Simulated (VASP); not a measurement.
Energy against volume of NiAl (CsCl type). Calculation: vdW-DF2, VASP's PBE PAW potentials (set 64) (plane waves; VASP 6.6.1).

```csv
V (Å³/atom),E (eV/atom)
11.901,-2.53208
12.281,-2.54870
12.661,-2.55366
13.041,-2.54873
13.420,-2.53544
```

Problem. Fit a third-order Birch-Murnaghan equation of state.

Solution. 
The volume per atom is 12.65 Å³/atom, the bulk modulus is 139 GPa and the pressure derivative of the bulk modulus is 4.51. The lattice constant a is 2.936 Å.

Measured: bulk modulus 156 GPa (computed value off by -10.8 %), as given by Yamada et al., (2019), arXiv:1910.09660; a 2.882 Å at 0 K (computed value off by +1.9 %), as given by H. Levämäki et al., Physical Review B (2014), arXiv:1402.3671 [extrapolated to 0 K, zero-point anharmonic expansion removed (Haas, Tran, Blaha 2009)]. The calculation is for a static lattice, while the measured bulk modulus holds thermal and zero-point effects, which are part of the difference.

The compound is NiAl in the CsCl type structure. It was relaxed first. The run is not spin-polarised, so no magnetic state was tried.
